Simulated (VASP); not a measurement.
These are PBEsol GGA, VASP's PBE PAW potentials (set 64) (plane waves; VASP 6.6.1) values and carry that method's errors.

VASP input:

### INCAR
```
LMAXMIX = 4   # l cut-off of mixed one-centre charges
ISIF = 2   # forces and stress, cell fixed
ENCUT = 400   # plane-wave cut-off (eV)
SYSTEM = Be4Se3Te
ISMEAR = -5   # tetrahedra, Bloechl
EDIFF = 1E-7   # SCF stop (eV)
PREC = Accurate
LREAL = .FALSE.   # projection in real space or not
LASPH = .TRUE.
ALGO = Normal   # blocked Davidson
GGA = PS   # PBEsol
LEFG = .TRUE.
LORBIT = 11
NELM = 100   # most electronic steps
NEDOS = 601   # DOS grid
LCHARG = .TRUE.
LWAVE = .FALSE.
```

File POSCAR:
```
Be4Se3Te
1
    0.0022677370     5.2646936734     5.2527180732
    5.2646936734     0.0022677370     5.2527180732
    2.6334807051     2.6334807051     0.0000000000
Be Te Se
4 1 3
Direct
  0.9885798443   0.9885798443   0.0228403114
  0.9938123461   0.5168230322   0.9893646217
  0.5168230322   0.9938123461   0.9893646217
  0.5007624311   0.5007624311   0.9984751379
  0.1251913852   0.1251913852   0.2496172295
  0.1247048558   0.6249619536   0.2503331906
  0.6249619536   0.1247048558   0.2503331906
  0.6251641518   0.6251641518   0.2496716965
```

**KPOINTS**
```
Automatic
0
Gamma
  4 4 8
0 0 0
```

POTCAR, in this order: Be Te Se (PBE.64 set). Program: vasp_std.

The run wrote:

**OSZICAR**
```
       N       E                     dE             d eps       ncg     rms          rms(c)
DAV:   1     0.122254924639E+03    0.12225E+03   -0.10997E+04  1386   0.104E+03
DAV:   2    -0.261212340503E+02   -0.14838E+03   -0.14057E+03  1953   0.188E+02
DAV:   3    -0.366672840126E+02   -0.10546E+02   -0.10484E+02  1735   0.568E+01
DAV:   4    -0.368809088811E+02   -0.21362E+00   -0.21290E+00  1869   0.937E+00
DAV:   5    -0.368849017404E+02   -0.39929E-02   -0.39910E-02  1703   0.109E+00    0.728E+00
DAV:   6    -0.364560478244E+02    0.42885E+00   -0.33200E-01  1712   0.274E+00    0.445E+00
DAV:   7    -0.362937951919E+02    0.16225E+00   -0.41989E-01  1673   0.313E+00    0.588E-01
DAV:   8    -0.362944960791E+02   -0.70089E-03   -0.18569E-02  1681   0.764E-01    0.257E-01
DAV:   9    -0.362949451759E+02   -0.44910E-03   -0.26615E-03  1700   0.282E-01    0.795E-02
DAV:  10    -0.362949997174E+02   -0.54542E-04   -0.16146E-04  1691   0.790E-02    0.637E-02
DAV:  11    -0.362950252656E+02   -0.25548E-04   -0.57238E-05  1681   0.437E-02    0.174E-02
DAV:  12    -0.362950305282E+02   -0.52625E-05   -0.11602E-05  1696   0.199E-02    0.838E-03
DAV:  13    -0.362950305245E+02    0.36537E-08   -0.14286E-06  1715   0.726E-03    0.336E-03
DAV:  14    -0.362950306928E+02   -0.16826E-06   -0.95487E-07  1701   0.486E-03    0.203E-03
DAV:  15    -0.362950306664E+02    0.26336E-07   -0.99779E-08  1138   0.219E-03
   1 F= -.36295031E+02 E0= -.36295031E+02  d E =0.000000E+00
```

### OUTCAR
```
------------------------ aborting loop because EDIFF is reached ----------------------------------------
  FORCE on cell =-STRESS in cart. coord.  units (eV):
  Direction    XX          YY          ZZ          XY          YZ          ZX
  --------------------------------------------------------------------------------------
  Total       -0.0305181     -0.0305181      0.0655967     -0.0300501      0.0000000      0.0000000
  in kB       -0.3358438     -0.3358438      0.7218761     -0.3306936      0.0000000      0.0000000
  external PRESSURE =       0.0167295 kB  Pullay stress =       0.0000000 kB
  volume of cell :      145.59
      direct lattice vectors                 reciprocal lattice vectors
     0.002267737  5.264693673  5.252718073    -0.095013214  0.095013214  0.095188813
     5.264693673  0.002267737  5.252718073     0.095013214 -0.095013214  0.095188813
     2.633480705  2.633480705  0.000000000     0.189862792  0.189862792 -0.190377627
 POSITION                                       TOTAL-FORCE (eV/Angst)
 -----------------------------------------------------------------------------------
      5.26696      5.26696     10.38546        -0.000000     -0.000000     -0.012999
      5.32864      7.83876      7.93494         0.002737     -0.002737     -0.010520
      7.83876      5.32864      7.93494        -0.002737      0.002737     -0.010520
      5.26696      5.26696      5.26073         0.000000      0.000000      0.014480
      1.31674      1.31674      1.31519         0.000000      0.000000      0.008871
      3.94976      1.31720      3.93779        -0.004736      0.004736      0.003904
      1.31720      3.94976      3.93779         0.004736     -0.004736      0.003904
      3.95022      3.95022      6.56762         0.000000      0.000000      0.002879
 -----------------------------------------------------------------------------------
    total drift:                                0.000002      0.000002      0.000019
  FREE ENERGIE OF THE ION-ELECTRON SYSTEM (eV)
  ---------------------------------------------------
  free  energy   TOTEN  =       -36.2950306664 eV

  energy  without entropy=      -36.2950306664  energy(sigma->0) =      -36.29503067

 total charge

# of ion       s       p       d       tot
------------------------------------------
    1        0.390   0.652   0.000   1.042
    2        0.375   0.599   0.000   0.975
    3        0.375   0.599   0.000   0.975
    4        0.360   0.546   0.000   0.906
    5        1.333   2.210   0.038   3.582
    6        1.426   2.493   0.032   3.950
    7        1.426   2.493   0.032   3.950
    8        1.426   2.487   0.030   3.942
--------------------------------------------------
tot          7.111  12.080   0.131  19.321

 Electric field gradients after diagonalization (V/A^2)
 (convention: |V_zz| > |V_xx| > |V_yy|)
----------------------------------------------------------------------
 ion       V_xx      V_yy      V_zz     asymmetry (V_yy - V_xx)/ V_zz
----------------------------------------------------------------------
   1      -0.165    -0.085     0.250       0.321
   2       0.052     0.038    -0.090       0.156
   3       0.052     0.038    -0.090       0.156
   4       0.094     0.036    -0.130       0.442
   5      23.094    14.636   -37.730       0.224
   6      25.908     9.739   -35.647       0.454
   7      25.908     9.739   -35.647       0.454
   8      18.543    10.743   -29.286       0.266
```
(Selected blocks of OUTCAR.)

The structure was generated: Be4Se3Te was put into an ordered model structure (Amm2), which need not be its known phase. It was relaxed first.
